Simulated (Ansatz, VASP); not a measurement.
Ga2PN in VASP and in Ansatz

The input POSCAR:

```
Ga2PN
1.0
    3.6958038313      0.0000000000      0.0000000000
    0.0000000000      3.6958038313      0.0000000000
    0.0000000000      0.0000000000      5.1886232695
N Ga P
1 2 1
Direct
    0.0000000000      0.0000000000      0.0000000000
    0.0000000000      0.5000000000      0.7897818319
    0.5000000000      0.0000000000      0.2102181681
    0.5000000000      0.5000000000      0.5000000000
```

INCAR.step1

```
ALGO = Normal ; EDIFF = 1E-4
ENCUT = 520 ; GGA = PE
ISMEAR = -1 ; LASPH = T
LCHARG = F ; LREAL = F
LWAVE = T ; NBANDS = 26
NELM = 100 ; PREC = Accurate
SIGMA = 0.02
```

File INCAR.step2:

```
ALGO = Normal ; EDIFF = 1E-7
ENCUT = 520 ; ISIF = 2
ISMEAR = -1 ; ISTART = 1
LASPH = T ; LCHARG = T
LELF = T ; LMIXTAU = T
LREAL = F ; LVHAR = T
LWAVE = F ; METAGGA = R2SCAN
NBANDS = 26 ; NELM = 100
PREC = Accurate ; SIGMA = 0.02
```

KPOINTS

```
k-points
0
Gamma
  8 8 6
```

Input for Ansatz:

```yaml
crystal:
  lattice:
    - [3.6958038313, 0.0, 0.0]
    - [0.0, 3.6958038313, 0.0]
    - [0.0, 0.0, 5.1886232695]
  atoms:
    - { symbol: "N", position: [0.0, 0.0, 0.0] }
    - { symbol: Ga, position: [0.0, 0.5, 0.7897818319] }
    - { symbol: P, position: [0.5, 0.5, 0.5] }
    - { symbol: Ga, position: [0.5, 0.0, 0.2102181681] }
kpoints:
  mp_grid: { grid: [8, 8, 6] }
  band_path:
    path:
      - [0.0, 0.0, 0.0]
      - [0.0, 0.5, 0.0]
      - [0.5, 0.5, 0.0]
      - [0.0, 0.0, 0.5]
      - [0.0, 0.5, 0.5]
      - [0.5, 0.5, 0.5]
      - [0.0, 0.0, 0.05]
    npoints: 1
hamiltonian:
  xc: r2scan
scf:
  occupations: { method: fermi_dirac, width: 0.02 }
  n_extra_bands: 5
output:
  forces: true
  stress: true
  eigenvalues: true
```

Change from the starting cell: hydrostatic strain +4.7%.

Alike in both runs: task single point; functional r2SCAN; k mesh 8 × 8 × 6; occupations fermi-dirac, width 0.02 eV; no spin polarisation.

```csv
,VASP,Ansatz
version,VASP 6.6.1,Ansatz 0.2.0
potentials or method,"VASP PAW PBE potentials, release 64 (N, Ga_d, P)","plane waves, PAW"
plane-wave cutoff (eV),520,500
valence electrons in the cell,36,36
```

VASP gave:

- pressure (GPa): -12.4
- largest component of the traceless stress (GPa): 0.22
- rms of the force components (eV/Å): 0.021

Which values does Ansatz return?

Pressure (GPa): -12.5; largest component of the traceless stress (GPa): 0.23; rms of the force components (eV/Å): 0.009.

The functional is the same, so the differences come from potentials, cutoffs and numerics.

Caveats: the PAW data sets were made with another functional, which shifts forces and pressure a little (VASP).
